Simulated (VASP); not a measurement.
WSe₂: the band gap from VASP (plane waves, PAW) at several levels of theory. Gaps are without spin-orbit coupling. Each level names its cell: its own relaxed one, PBE's, or the starting one. A gap is the smallest over the k-mesh and a band path; hybrids may have named points in place of the path, and GW has the mesh alone. The cell holds a wide vacuum, so values per volume refer to the whole cell.

```tsv
level	band gap (eV)
r2SCAN (own cell)	1.64
HSE06 (PBE cell)	2.01
```

The cell of the r2SCAN (own cell) run:

```
WSe2
1.0
    3.31617     0.00000     0.00000
   -1.65809     2.87189     0.00000
    0.00000     0.00000    16.65011
W Se
1 2
Cartesian
  0.00000   0.00000   0.00000
  0.00000   1.91459   1.66229
  0.00000   1.91459  14.98782
```

Only levels that ran to the end are used. Left out are those held back, those with too coarse a band path, GW runs whose mesh misses a band edge, hybrids' fits of cells that aren't cubic and levels without matching references; a question may draw on a part of the rest.

The cell is a sheet or thin cut with vacuum, built from a database entry that may be metastable or hypothetical.
